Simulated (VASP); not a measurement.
Output of a VASP run:

**OSZICAR**
```
       N       E                     dE             d eps       ncg     rms          rms(c)
DAV:   1     0.194210460049E+03    0.19421E+03   -0.12456E+04  2450   0.183E+03
DAV:   2     0.846913747776E+01   -0.18574E+03   -0.18220E+03  2625   0.411E+02
DAV:   3    -0.105523900270E+02   -0.19022E+02   -0.18620E+02  3150   0.117E+02
DAV:   4    -0.110878749321E+02   -0.53548E+00   -0.53472E+00  2904   0.203E+01
DAV:   5    -0.110992063601E+02   -0.11331E-01   -0.11329E-01  3747   0.309E+00    0.658E+00
DAV:   6    -0.109293291008E+02    0.16988E+00   -0.38314E-01  3748   0.718E+00    0.416E+00
DAV:   7    -0.109108717441E+02    0.18457E-01   -0.14068E-01  3117   0.284E+00    0.934E-01
DAV:   8    -0.109107673320E+02    0.10441E-03   -0.11685E-02  3020   0.121E+00    0.268E-01
DAV:   9    -0.109109396251E+02   -0.17229E-03   -0.15462E-03  2814   0.272E-01    0.721E-02
DAV:  10    -0.109109470978E+02   -0.74726E-05   -0.13490E-04  3307   0.107E-01    0.248E-02
DAV:  11    -0.109109654795E+02   -0.18382E-04   -0.35302E-05  2738   0.403E-02    0.108E-02
DAV:  12    -0.109109671657E+02   -0.16862E-05   -0.16271E-06  2661   0.113E-02    0.546E-03
DAV:  13    -0.109109669811E+02    0.18465E-06   -0.49411E-07  1785   0.677E-03
   1 F= -.33085324E+01 E0= -.33086466E+01  d E =-.330853E+01
       N       E                     dE             d eps       ncg     rms          rms(c)
DAV:   1    -0.109241413099E+02   -0.13174E-01   -0.21204E-02  3001   0.189E+00    0.122E-01
DAV:   2    -0.109238409927E+02    0.30032E-03   -0.11036E-03  3326   0.490E-01    0.625E-02
DAV:   3    -0.109237309206E+02    0.11007E-03   -0.28785E-04  3148   0.288E-01    0.111E-02
DAV:   4    -0.109237281039E+02    0.28166E-05   -0.18726E-05  2850   0.400E-02    0.551E-03
DAV:   5    -0.109237261728E+02    0.19312E-05   -0.73440E-07  1748   0.109E-02    0.201E-03
DAV:   6    -0.109237257071E+02    0.46568E-06   -0.33638E-07  1341   0.648E-03
   2 F= -.33087186E+01 E0= -.33088098E+01  d E =-.186187E-03
       N       E                     dE             d eps       ncg     rms          rms(c)
DAV:   1    -0.109318278509E+02   -0.81017E-02   -0.83541E-03  3000   0.118E+00    0.768E-02
DAV:   2    -0.109317102535E+02    0.11760E-03   -0.43369E-04  3317   0.307E-01    0.391E-02
DAV:   3    -0.109316666419E+02    0.43612E-04   -0.11333E-04  3140   0.180E-01    0.695E-03
DAV:   4    -0.109316651495E+02    0.14924E-05   -0.73934E-06  2781   0.251E-02    0.347E-03
DAV:   5    -0.109316641343E+02    0.10152E-05   -0.28257E-07  1386   0.687E-03    0.126E-03
DAV:   6    -0.109316638516E+02    0.28267E-06   -0.14411E-07  1303   0.424E-03
   3 F= -.33087490E+01 E0= -.33088233E+01  d E =-.216580E-03
       N       E                     dE             d eps       ncg     rms          rms(c)
DAV:   1    -0.109277220107E+02    0.39421E-02   -0.63646E-03  2680   0.764E-01    0.528E-02
DAV:   2    -0.109277081099E+02    0.13901E-04   -0.39829E-04  2989   0.213E-01    0.237E-02
DAV:   3    -0.109276944197E+02    0.13690E-04   -0.29038E-05  3205   0.786E-02    0.875E-03
DAV:   4    -0.109276936299E+02    0.78990E-06   -0.50776E-06  2515   0.294E-02
   4 F= -.33088450E+01 E0= -.33088975E+01  d E =-.959709E-04
```

OUTCAR:
```
------------------------ aborting loop because EDIFF is reached ----------------------------------------
  FORCE on cell =-STRESS in cart. coord.  units (eV):
  Direction    XX          YY          ZZ          XY          YZ          ZX
  --------------------------------------------------------------------------------------
  Total        7.5758534      7.5760301      7.6287882      0.0000000      0.0000000      0.0000000
  in kB      198.8713467    198.8759835    200.2609210      0.0000000      0.0000000      0.0000000
  external PRESSURE =      -0.6639163 kB  Pullay stress =     200.0000000 kB
  volume of cell :       61.03
      direct lattice vectors                 reciprocal lattice vectors
     1.832101905 -3.173330577 -0.000000000     0.272910584 -0.157563162 -0.000000000
     1.832101905  3.173330577  0.000000000     0.272910584  0.157563162  0.000000000
     0.000000000 -0.000000000  5.248980918     0.000000000 -0.000000000  0.190513171
 POSITION                                       TOTAL-FORCE (eV/Angst)
 -----------------------------------------------------------------------------------
      0.00000     -0.00000     -0.00000        -0.000000     -0.000000      0.000000
      1.83210      1.05778      1.58804        -0.000000      0.000000     -0.007052
      1.83210     -1.05778      3.66094         0.000000     -0.000000      0.007052
 -----------------------------------------------------------------------------------
    total drift:                                0.000000     -0.000000      0.000000
  FREE ENERGIE OF THE ION-ELECTRON SYSTEM (eV)
  ---------------------------------------------------
  free  energy   TOTEN  =       -10.9276936299 eV

  energy  without entropy=      -10.9278511603  energy(sigma->0) =      -10.92774614
  enthalpy is  TOTEN    =        -3.3088449935 eV   P V=        7.6188486363

 reached required accuracy - stopping structural energy minimisation
```
(Selected blocks of OUTCAR.)

### POSCAR
```
SnSe2
1
    1.8315885330    -3.1724268849    -0.0000000000
    1.8315885330     3.1724268849     0.0000000000
   -0.0000000000    -0.0000000000     5.2406329463
Sn Se
1 2
Direct
  0.0000000000   0.0000000000   0.0000000000
  0.3333330000   0.6666670000   0.3035106012
  0.6666670000   0.3333330000   0.6964893988
```

Question: Write an INCAR and KPOINTS that could have produced this output.

Answer: This is not unique; one that fits is the input of the run itself, PBE GGA, plane waves, VASP's PBE PAW potentials (set 64).

### INCAR
```
NSW = 40   # most ionic steps
EDIFFG = -0.02   # ionic stop
IBRION = 2   # conjugate gradients
LCHARG = .FALSE.
LASPH = .TRUE.   # aspherical one-centre terms
LMAXMIX = 4   # l cut-off of mixed one-centre charges
EDIFF = 1E-6
ISIF = 3   # ions, shape and volume
SYSTEM = SnSe2
SIGMA = 0.1   # width (eV)
ISMEAR = 1   # Methfessel-Paxton
ENCUT = 500   # plane-wave cut-off (eV)
LWAVE = .FALSE.
GGA = PE   # PBE
LREAL = .FALSE.
NELM = 100
PSTRESS = 200   # kbar
PREC = Accurate
ALGO = Normal   # blocked Davidson
```

KPOINTS:
```
Automatic mesh
0
Gamma
10 10 6
0 0 0
```

POTCAR, in this order: Sn_d Se (PBE.64 set). Program: vasp_std.

Without a dispersion term in the relaxation, distances and binding between the weakly bound layers, chains or molecules are unreliable, and so is what depends on them.

The compound is SnSe2 in the 1T layered structure. This run relaxes it under an external pressure of 20 GPa. Symmetry was kept, so distortions that lower it aren't found.
